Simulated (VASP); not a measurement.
All values below come from PBE GGA, VASP's PBE PAW potentials (set 64) (plane waves; VASP).

VASP ran on this input.

KPOINTS:
```
Automatic mesh
0
Gamma
1 1 1
0 0 0
```

File POSCAR:
```
B32N31O
1.0
  7.2488848259   0.0000000000   0.0000000000
  0.0000000000   7.2488848259   0.0000000000
  0.0000000000   0.0000000000   7.2488848259
B N O
32 31 1
Cartesian
  3.6244424130   0.0000000000   0.0000000000
  5.4079072933   1.8555840355   0.0223410630
  5.4118071934   7.2303421785   1.7809205218
  0.0000000000   0.0000000000   0.0000000000
  1.8122212065   1.8122212065   0.0000000000
  3.6146419207   3.6099011500   0.0314964046
  5.4366636194   5.4366636194   0.0000000000
  1.8122212065   0.0000000000   1.8122212065
  3.5751572450   1.8517711221   1.7976002058
  5.4313936802   3.6653913633   1.8264870118
  3.5968749040   7.2139741966   3.6197886289
  5.4393602046   1.7866471408   3.5771651861
  5.4366636194   0.0000000000   5.4366636194
  0.0000000000   3.6244424130   0.0000000000
  1.8122212065   5.4366636194   0.0000000000
  0.0000000000   1.8122212065   1.8122212065
  1.7647917531   3.6710672402   1.8571280480
  3.6549819647   5.4253263636   1.8334096968
  0.0000000000   0.0000000000   3.6244424130
  1.8089229639   1.7751069162   3.6286757617
  3.5828483118   3.6332208125   3.6472039113
  5.4533867967   5.4025503674   3.6509153403
  1.8122212065   0.0000000000   5.4366636194
  3.6380920631   1.7864514209   5.4644993372
  5.4835566554   3.6517272154   5.4202956375
  0.0000000000   5.4366636194   1.8122212065
  0.0000000000   3.6244424130   3.6244424130
  1.8122212065   5.4366636194   3.6244424130
  0.0000000000   1.8122212065   5.4366636194
  1.8122212065   3.6244424130   5.4366636194
  3.6244424130   5.4366636194   5.4366636194
  0.0000000000   5.4366636194   5.4366636194
  4.5136703634   0.8619938902   0.8947081074
  6.2973454615   2.7505458539   0.9153239359
  6.3277690311   0.8817688480   2.6693148505
  0.9061106032   0.9061106032   0.9061106032
  2.7392303447   2.7637895665   0.9163315308
  4.5102633876   4.5350255781   0.9525397105
  6.3427742227   6.3427742227   0.9061106032
  2.6987815673   0.8699024235   2.7659642319
  6.3166854862   4.5482330463   2.7112351515
  4.5628250514   0.9199414755   4.5803963483
  6.3618895319   2.6979189500   4.5576203521
  6.3427742227   0.9061106032   6.3427742227
  0.9061106032   4.5305530162   0.9061106032
  2.7183318097   6.3427742227   0.9061106032
  0.9061106032   2.7183318097   2.7183318097
  2.7561057485   4.5507629071   2.6857118280
  4.5305530162   6.3427742227   2.7183318097
  0.9061106032   0.9061106032   4.5305530162
  2.6863787254   2.7093359436   4.5458626609
  4.4852329883   4.5263196674   4.4918657179
  6.3427742227   6.3427742227   4.5305530162
  2.7183318097   0.9061106032   6.3427742227
  4.5305530162   2.7183318097   6.3427742227
  6.3427742227   4.5305530162   6.3427742227
  0.9061106032   6.3427742227   2.7183318097
  0.9061106032   4.5305530162   4.5305530162
  2.7183318097   6.3427742227   4.5305530162
  0.9061106032   2.7183318097   6.3427742227
  2.7183318097   4.5305530162   6.3427742227
  4.5305530162   6.3427742227   6.3427742227
  0.9061106032   6.3427742227   6.3427742227
  4.5733649300   2.7083573442   2.7151712959
```

**INCAR**
```
# general
SYSTEM = B32N31O
PREC   = Normal
ENCUT  = 400
LREAL  = Auto
LASPH  = .True.
ISYM   = 0
NELECT = 258.0

# electronic loop
EDIFF  = 1E-5
NELM   = 100
NELMIN = 4
ALGO   = Fast

# smearing
ISMEAR = 0
SIGMA  = 0.05

# functional
GGA    = PE

# ions
IBRION = 2
NSW    = 60
ISIF   = 2
EDIFFG = -0.03

# output
LWAVE  = .True.
LCHARG = .False.
```

POTCAR, in this order: B N O (PBE.64 set). Program: vasp_gam.

What VASP printed:

File OUTCAR:
```
 ion  position               nearest neighbor table
   1  0.500  0.000  0.000-  33 1.53  46 1.57  54 1.57  62 1.57
   2  0.746  0.256  0.003-  55 1.54  34 1.55  33 1.60  44 1.62
   3  0.747  0.997  0.246-  33 1.54  39 1.56  35 1.56  49 1.56
   4  0.000  0.000  0.000-  36 1.57  39 1.57  44 1.57  63 1.57
   5  0.250  0.250  0.000-  36 1.57  54 1.57  60 1.57  37 1.61
   6  0.499  0.498  0.004-  37 1.51  38 1.58  55 1.59  61 1.59
   7  0.750  0.750  0.000-  39 1.57  56 1.57  62 1.57  38 1.61
   8  0.250  0.000  0.250-  40 1.57  36 1.57  46 1.57  57 1.57
   9  0.493  0.255  0.248-  37 1.52  64 1.60  40 1.63  33 1.64
  10  0.749  0.506  0.252-  41 1.53  38 1.54  34 1.55  64 1.56
  11  0.496  0.995  0.499-  40 1.53  59 1.54  49 1.56  42 1.66
  12  0.750  0.246  0.493-  64 1.53  35 1.56  42 1.59  43 1.63
  13  0.750  0.000  0.750-  42 1.53  44 1.57  53 1.57  62 1.57
  14  0.000  0.500  0.000-  45 1.57  56 1.57  60 1.57  34 1.58
  15  0.250  0.750  0.000-  45 1.57  46 1.57  61 1.57  63 1.57
  16  0.000  0.250  0.250-  35 1.56  36 1.57  47 1.57  34 1.61
  17  0.243  0.506  0.256-  45 1.54  47 1.54  48 1.56  37 1.63
  18  0.504  0.748  0.253-  48 1.52  38 1.52  49 1.55  46 1.61
  19  0.000  0.000  0.500-  50 1.57  53 1.57  57 1.57  35 1.59
  20  0.250  0.245  0.501-  40 1.53  50 1.54  51 1.58  47 1.59
  21  0.494  0.501  0.503-  52 1.52  48 1.57  51 1.57  64 1.64
  22  0.752  0.745  0.504-  41 1.54  52 1.55  53 1.56  49 1.61
  23  0.250  0.000  0.750-  50 1.57  54 1.57  59 1.57  63 1.57
  24  0.502  0.246  0.754-  42 1.55  54 1.55  55 1.56  51 1.61
  25  0.756  0.504  0.748-  56 1.54  43 1.56  52 1.62  55 1.62
  26  0.000  0.750  0.250-  39 1.57  45 1.57  57 1.57  41 1.57
  27  0.000  0.500  0.500-  47 1.57  58 1.57  43 1.59  41 1.60
  28  0.250  0.750  0.500-  57 1.57  58 1.57  59 1.57  48 1.60
  29  0.000  0.250  0.750-  43 1.53  44 1.57  50 1.57  60 1.57
  30  0.250  0.500  0.750-  51 1.55  58 1.57  60 1.57  61 1.57
  31  0.500  0.750  0.750-  52 1.57  59 1.57  61 1.57  62 1.57
  32  0.000  0.750  0.750-  53 1.57  56 1.57  58 1.57  63 1.57
  33  0.623  0.119  0.123-   1 1.53   3 1.54   2 1.60   9 1.64
  34  0.869  0.379  0.126-   2 1.55  10 1.55  14 1.58  16 1.61
  35  0.873  0.122  0.368-  12 1.56   3 1.56  16 1.56  19 1.59
  36  0.125  0.125  0.125-   4 1.57   5 1.57   8 1.57  16 1.57
  37  0.378  0.381  0.126-   6 1.51   9 1.52   5 1.61  17 1.63
  38  0.622  0.626  0.131-  18 1.52  10 1.54   6 1.58   7 1.61
  39  0.875  0.875  0.125-   3 1.56   4 1.57   7 1.57  26 1.57
  40  0.372  0.120  0.382-  11 1.53  20 1.53   8 1.57   9 1.63
  41  0.871  0.627  0.374-  10 1.53  22 1.54  26 1.57  27 1.60
  42  0.629  0.127  0.632-  13 1.53  24 1.55  12 1.59  11 1.66
  43  0.878  0.372  0.629-  29 1.53  25 1.56  27 1.59  12 1.63
  44  0.875  0.125  0.875-   4 1.57  13 1.57  29 1.57   2 1.62
  45  0.125  0.625  0.125-  17 1.54  15 1.57  14 1.57  26 1.57
  46  0.375  0.875  0.125-   1 1.57   8 1.57  15 1.57  18 1.61
  47  0.125  0.375  0.375-  17 1.54  16 1.57  27 1.57  20 1.59
  48  0.380  0.628  0.370-  18 1.52  17 1.56  21 1.57  28 1.60
  49  0.625  0.875  0.375-  18 1.55   3 1.56  11 1.56  22 1.61
  50  0.125  0.125  0.625-  20 1.54  19 1.57  23 1.57  29 1.57
  51  0.371  0.374  0.627-  30 1.55  21 1.57  20 1.58  24 1.61
  52  0.619  0.624  0.620-  21 1.52  22 1.55  31 1.57  25 1.62
  53  0.875  0.875  0.625-  22 1.56  19 1.57  13 1.57  32 1.57
  54  0.375  0.125  0.875-  24 1.55   5 1.57  23 1.57   1 1.57
  55  0.625  0.375  0.875-   2 1.54  24 1.56   6 1.59  25 1.62
  56  0.875  0.625  0.875-  25 1.54  14 1.57   7 1.57  32 1.57
  57  0.125  0.875  0.375-   8 1.57  19 1.57  26 1.57  28 1.57
  58  0.125  0.625  0.625-  27 1.57  28 1.57  30 1.57  32 1.57
  59  0.375  0.875  0.625-  11 1.54  23 1.57  28 1.57  31 1.57
  60  0.125  0.375  0.875-   5 1.57  14 1.57  29 1.57  30 1.57
  61  0.375  0.625  0.875-  15 1.57  30 1.57  31 1.57   6 1.59
  62  0.625  0.875  0.875-   1 1.57   7 1.57  13 1.57  31 1.57
  63  0.125  0.875  0.875-   4 1.57  15 1.57  23 1.57  32 1.57
  64  0.631  0.374  0.375-  12 1.53  10 1.56   9 1.60  21 1.64
 Subroutine IBZKPT returns following result:
 Found      1 irreducible k-points:

 Following reciprocal coordinates:
            Coordinates               Weight
  0.000000  0.000000  0.000000      1.000000
   k-points           NKPTS =      1   k-points in BZ     NKDIM =      1   number of bands    NBANDS=    162
   number of dos      NEDOS =    301   number of ions     NIONS =     64
   total plane-waves  NPLWV =  46656
   dimension x,y,z NGX =    36 NGY =   36 NGZ =   36
...
```

### OSZICAR
```
...
DAV:   1    -0.539862945346E+03   -0.20182E+01   -0.19475E+02   324   0.398E+01    0.351E+00
RMM:   2    -0.540038968906E+03   -0.17602E+00   -0.47274E+00   324   0.595E+00    0.181E+00
RMM:   3    -0.540037648047E+03    0.13209E-02   -0.60664E-01   326   0.201E+00    0.127E+00
RMM:   4    -0.540029375025E+03    0.82730E-02   -0.10593E-01   326   0.810E-01    0.478E-01
RMM:   5    -0.540029805287E+03   -0.43026E-03   -0.16986E-02   327   0.330E-01    0.140E-01
RMM:   6    -0.540029978387E+03   -0.17310E-03   -0.33150E-03   334   0.130E-01    0.714E-02
RMM:   7    -0.540030003244E+03   -0.24857E-04   -0.63447E-04   330   0.576E-02    0.240E-02
RMM:   8    -0.540030008672E+03   -0.54285E-05   -0.13733E-04   316   0.236E-02    0.160E-02
RMM:   9    -0.540030009750E+03   -0.10775E-05   -0.31832E-05   225   0.122E-02
   3 F= -.54003001E+03 E0= -.54003001E+03  d E =-.186146E+01
       N       E                     dE             d eps       ncg     rms          rms(c)
DAV:   1    -0.540076434716E+03   -0.46426E-01   -0.49148E+01   356   0.200E+01    0.174E+00
RMM:   2    -0.540135875631E+03   -0.59441E-01   -0.10874E+00   324   0.287E+00    0.849E-01
RMM:   3    -0.540135337131E+03    0.53850E-03   -0.13918E-01   325   0.971E-01    0.538E-01
RMM:   4    -0.540134416205E+03    0.92093E-03   -0.27412E-02   328   0.377E-01    0.219E-01
RMM:   5    -0.540134590358E+03   -0.17415E-03   -0.36396E-03   327   0.154E-01    0.679E-02
RMM:   6    -0.540134662740E+03   -0.72382E-04   -0.90565E-04   338   0.634E-02    0.198E-02
RMM:   7    -0.540134672214E+03   -0.94738E-05   -0.13500E-04   311   0.247E-02    0.105E-02
RMM:   8    -0.540134673977E+03   -0.17630E-05   -0.24942E-05   214   0.103E-02
   4 F= -.54013467E+03 E0= -.54013467E+03  d E =-.104664E+00
       N       E                     dE             d eps       ncg     rms          rms(c)
DAV:   1    -0.540189106894E+03   -0.54435E-01   -0.70895E+00   360   0.759E+00    0.616E-01
RMM:   2    -0.540197346339E+03   -0.82394E-02   -0.15292E-01   324   0.108E+00    0.321E-01
RMM:   3    -0.540197223930E+03    0.12241E-03   -0.19542E-02   325   0.363E-01    0.194E-01
RMM:   4    -0.540197088911E+03    0.13502E-03   -0.39143E-03   326   0.143E-01    0.723E-02
RMM:   5    -0.540197117941E+03   -0.29031E-04   -0.52501E-04   328   0.571E-02    0.247E-02
RMM:   6    -0.540197126058E+03   -0.81164E-05   -0.12046E-04   299   0.230E-02    0.742E-03
RMM:   7    -0.540197127463E+03   -0.14054E-05   -0.17044E-05   209   0.872E-03
   5 F= -.54019713E+03 E0= -.54019713E+03  d E =-.167118E+00
       N       E                     dE             d eps       ncg     rms          rms(c)
DAV:   1    -0.540218893604E+03   -0.21768E-01   -0.11602E+01   344   0.977E+00    0.727E-01
RMM:   2    -0.540230994257E+03   -0.12101E-01   -0.22769E-01   324   0.132E+00    0.392E-01
RMM:   3    -0.540231228849E+03   -0.23459E-03   -0.31939E-02   328   0.453E-01    0.240E-01
RMM:   4    -0.540231049902E+03    0.17895E-03   -0.61014E-03   325   0.180E-01    0.857E-02
RMM:   5    -0.540231133424E+03   -0.83522E-04   -0.10736E-03   334   0.749E-02    0.343E-02
RMM:   6    -0.540231141980E+03   -0.85556E-05   -0.24552E-04   332   0.307E-02    0.130E-02
RMM:   7    -0.540231144031E+03   -0.20517E-05   -0.29903E-05   225   0.120E-02
   6 F= -.54023114E+03 E0= -.54023114E+03  d E =-.340166E-01
       N       E                     dE             d eps       ncg     rms          rms(c)
DAV:   1    -0.540237582389E+03   -0.64404E-02   -0.10377E+00   360   0.292E+00    0.217E-01
RMM:   2    -0.540238659787E+03   -0.10774E-02   -0.20392E-02   324   0.396E-01    0.118E-01
RMM:   3    -0.540238674338E+03   -0.14551E-04   -0.28269E-03   327   0.135E-01    0.722E-02
RMM:   4    -0.540238657578E+03    0.16760E-04   -0.56922E-04   326   0.545E-02    0.254E-02
RMM:   5    -0.540238664571E+03   -0.69928E-05   -0.93877E-05   284   0.222E-02
   7 F= -.54023866E+03 E0= -.54023866E+03  d E =-.415371E-01
       N       E                     dE             d eps       ncg     rms          rms(c)
DAV:   1    -0.540244261090E+03   -0.56035E-02   -0.22351E+00   344   0.427E+00    0.304E-01
RMM:   2    -0.540246515417E+03   -0.22543E-02   -0.37933E-02   324   0.543E-01    0.158E-01
RMM:   3    -0.540246544515E+03   -0.29098E-04   -0.55624E-03   327   0.191E-01    0.916E-02
RMM:   4    -0.540246533421E+03    0.11094E-04   -0.10286E-03   326   0.739E-02    0.329E-02
RMM:   5    -0.540246546491E+03   -0.13070E-04   -0.17801E-04   325   0.302E-02    0.117E-02
RMM:   6    -0.540246548734E+03   -0.22431E-05   -0.37765E-05   230   0.121E-02
   8 F= -.54024655E+03 E0= -.54024655E+03  d E =-.788416E-02
       N       E                     dE             d eps       ncg     rms          rms(c)
DAV:   1    -0.540246910620E+03   -0.36413E-03   -0.79659E-02   360   0.807E-01    0.577E-02
RMM:   2    -0.540246989700E+03   -0.79080E-04   -0.13578E-03   324   0.102E-01    0.298E-02
RMM:   3    -0.540246990226E+03   -0.52633E-06   -0.19765E-04   327   0.360E-02    0.176E-02
RMM:   4    -0.540246989365E+03    0.86076E-06   -0.36374E-05   227   0.140E-02
   9 F= -.54024699E+03 E0= -.54024699E+03  d E =-.832479E-02
       N       E                     dE             d eps       ncg     rms          rms(c)
DAV:   1    -0.540248965479E+03   -0.19753E-02   -0.45579E-01   344   0.194E+00    0.136E-01
RMM:   2    -0.540249443603E+03   -0.47812E-03   -0.72813E-03   324   0.238E-01    0.699E-02
RMM:   3    -0.540249470187E+03   -0.26584E-04   -0.10632E-03   328   0.834E-02    0.403E-02
RMM:   4    -0.540249471330E+03   -0.11426E-05   -0.19386E-04   326   0.320E-02    0.137E-02
RMM:   5    -0.540249474369E+03   -0.30392E-05   -0.35781E-05   228   0.130E-02
  10 F= -.54024947E+03 E0= -.54024947E+03  d E =-.248500E-02
       N       E                     dE             d eps       ncg     rms          rms(c)
DAV:   1    -0.540249475225E+03   -0.38949E-05   -0.35635E-04   360   0.547E-02    0.381E-03
RMM:   2    -0.540249475416E+03   -0.19164E-06   -0.46932E-06   191   0.599E-03    0.220E-03
RMM:   3    -0.540249475359E+03    0.56989E-07   -0.29049E-07   101   0.201E-03    0.120E-03
RMM:   4    -0.540249475363E+03   -0.38344E-08   -0.42854E-07   122   0.175E-03
  11 F= -.54024948E+03 E0= -.54024948E+03  d E =-.248600E-02
       N       E                     dE             d eps       ncg     rms          rms(c)
DAV:   1    -0.540249929262E+03   -0.45390E-03   -0.11509E-01   344   0.970E-01    0.693E-02
RMM:   2    -0.540250059424E+03   -0.13016E-03   -0.19765E-03   324   0.123E-01    0.361E-02
RMM:   3    -0.540250064668E+03   -0.52445E-05   -0.28020E-04   328   0.428E-02    0.201E-02
RMM:   4    -0.540250064905E+03   -0.23747E-06   -0.52198E-05   256   0.166E-02
  12 F= -.54025006E+03 E0= -.54025006E+03  d E =-.589542E-03
       N       E                     dE             d eps       ncg     rms          rms(c)
DAV:   1    -0.540250066504E+03   -0.18358E-05   -0.42208E-04   376   0.590E-02    0.446E-03
RMM:   2    -0.540250066753E+03   -0.24954E-06   -0.66595E-06   188   0.715E-03    0.214E-03
RMM:   3    -0.540250066654E+03    0.99328E-07   -0.49665E-07   123   0.236E-03    0.992E-04
RMM:   4    -0.540250066674E+03   -0.20294E-07   -0.60208E-07   123   0.177E-03
  13 F= -.54025007E+03 E0= -.54025007E+03  d E =-.591311E-03
       N       E                     dE             d eps       ncg     rms          rms(c)
DAV:   1    -0.540250162925E+03   -0.96271E-04   -0.25603E-02   336   0.459E-01    0.370E-02
RMM:   2    -0.540250194037E+03   -0.31112E-04   -0.49790E-04   324   0.609E-02    0.176E-02
RMM:   3    -0.540250195460E+03   -0.14223E-05   -0.68937E-05   276   0.209E-02    0.112E-02
RMM:   4    -0.540250195070E+03    0.38948E-06   -0.10733E-05   196   0.776E-03
  14 F= -.54025020E+03 E0= -.54025020E+03  d E =-.128396E-03
```

**OUTCAR**
```
------------------------ aborting loop because EDIFF is reached ----------------------------------------
  FORCE on cell =-STRESS in cart. coord.  units (eV):
  Direction    XX          YY          ZZ          XY          YZ          ZX
  --------------------------------------------------------------------------------------
  Total        4.2014305      4.2239081      4.2109430     -0.0895155      0.1114297     -0.0960263
  in kB       17.6723444     17.7668913     17.7123568     -0.3765264      0.4687034     -0.4039123
  external PRESSURE =      17.7171975 kB  Pullay stress =       0.0000000 kB
  volume of cell :      380.90
      direct lattice vectors                 reciprocal lattice vectors
     7.248884826  0.000000000  0.000000000     0.137952254  0.000000000  0.000000000
     0.000000000  7.248884826  0.000000000     0.000000000  0.137952254  0.000000000
     0.000000000  0.000000000  7.248884826     0.000000000  0.000000000  0.137952254
  FREE ENERGIE OF THE ION-ELECTRON SYSTEM (eV)
  ---------------------------------------------------
  free  energy   TOTEN  =      -540.2501950701 eV

  energy  without entropy=     -540.2501950701  energy(sigma->0) =     -540.25019507

 reached required accuracy - stopping structural energy minimisation
```
(Selected blocks of OUTCAR.)

**CONTCAR**
```
B32N31O
   1.00000000000000
     7.2488848259000003    0.0000000000000000    0.0000000000000000
     0.0000000000000000    7.2488848259000003    0.0000000000000000
     0.0000000000000000    0.0000000000000000    7.2488848259000003
  B               N               O
    32    31     1
Direct
     0.4982962061652381    0.0009346966576522    0.0013193579685463
     0.7508850885442606    0.2486794715192892    0.0016398784443036
     0.7508869954080702    0.0013107951596885    0.2490634730929346
     0.9983492985821260    0.0012046518872795    0.0015316926985200
     0.2505415083260740    0.2486389909644340    0.0013151161842036
     0.4983230712045633    0.5012352068736071    0.0017871379107176
     0.7509041063500190    0.7490189821585078    0.0013369814556419
     0.2505241260754236    0.0009303152780721    0.2490392631916044
     0.4892477522550233    0.2395066845706296    0.2398946871666130
     0.7600306614097566    0.5103200449603971    0.2398856354582871
     0.4983123759747236    0.0013566937405499    0.5016150243406401
     0.7599492269683077    0.2395749392129267    0.5106076019570890
     0.7509024952428227    0.0009321670459825    0.7493355029413996
     0.9986162870821290    0.5012845899466355    0.0013176093203155
     0.2508334719154025    0.7487598051674189    0.0016451824140942
     0.9982431802190174    0.2486964120812670    0.2490643965687620
     0.2509783548484366    0.5012590668698607    0.2490986505082544
     0.4983286824410672    0.7486073243809904    0.2491061630593577
     0.9986457566234200    0.0009293515135321    0.5016361185072249
     0.2509823659178058    0.2487271100539256    0.5016317282367478
     0.4886232167795531    0.5109294294281557    0.5113574984426688
     0.7508292435751802    0.7485679334337654    0.5015933211550488
     0.2508273550764004    0.0012265487447153    0.7490937417674485
     0.4983422994531035    0.2486873981310072    0.7489828366350811
     0.7508614171489657    0.5012743279345443    0.7489666890112763
     0.9986120660495138    0.7490035192427854    0.2490134960792243
     0.9981786137183783    0.5012526454640741    0.5016329337162621
     0.2504886022798489    0.7490550472863378    0.5017237758643104
     0.9986266787783117    0.2486678518775714    0.7493310042387913
     0.2504898107674720    0.5013546627616231    0.7494957123654054
     0.4982352416806435    0.7490696444680143    0.7494827528063116
     0.9983102731459372    0.7487269876911117    0.7491213785706395
     0.6244618896390634    0.1248560423455774    0.1252229637961085
     0.8746998480326732    0.3750831905344461    0.1252185817202633
     0.8747017445680143    0.1248899624089489    0.3754790316838579
     0.1243127240032326    0.1250450665550671    0.1253910601569970
     0.3745454229994508    0.3747804937427924    0.1253199528360729
     0.6247380372708898    0.6250030303147831    0.1253112015008849
     0.8745574397794655    0.8752528313162665    0.1253888216213759
     0.3745301549561525    0.1249400164245656    0.3751724242157288
     0.8746400918527114    0.6249919797718918    0.3751611707012174
     0.6247346503333482    0.1249277388712826    0.6253650986728011
     0.8746156433881405    0.3748100969801084    0.6253711669610824
     0.8745485698371136    0.1250217054264097    0.8755642237842612
     0.1248792341465031    0.6248947694336018    0.1254091288881808
     0.3746291035089845    0.8747147157957806    0.1254297241833125
     0.1245981590597248    0.3749976610515099    0.3753580412522785
     0.3744405153944871    0.6250945088910487    0.3755390346260553
     0.6245974704731847    0.8749482794214185    0.3753445787209186
     0.1248974139946280    0.1250448452946953    0.6252554987446551
     0.3744238369696862    0.3751545708029325    0.6255504741644858
     0.6243974922415011    0.6251166394203949    0.6255119163458966
     0.8745079957600020    0.8746745085049012    0.6252556042448577
     0.3746500320455060    0.1250498182671762    0.8750737202661921
     0.6245950729304015    0.3749748437549371    0.8753407841308500
     0.8745197608714997    0.6249113750446503    0.8750879392605797
     0.1245640969668338    0.8749874636816328    0.3753570269443146
     0.1242490993870174    0.6249201442119456    0.6253312815599362
     0.3746362098189365    0.8752959652520234    0.6253245648820405
     0.1245764771912207    0.3749806407513898    0.8753665234418090
     0.3746217435793918    0.6249308004064790    0.8757323838415666
     0.6245837105687593    0.8749997726094546    0.8753770042632004
     0.1246001496581120    0.8749911122946272    0.8753456536320602
     0.6248393787663660    0.3746441139108945    0.3751410768784434
```

At this cut-off the stress carries a Pulay error, which pulls relaxed volumes low. The cell is charged, with a uniform compensating background. The supercell is sampled at Γ alone, which is coarse: total energies, pressure and levels can be off, energies of defects by several tenths of an eV.

The cell is a supercell with a defect, built from BN (zinc blende): O_N, charge -1. The run is not spin-polarised, so no state with unpaired spins was tried.
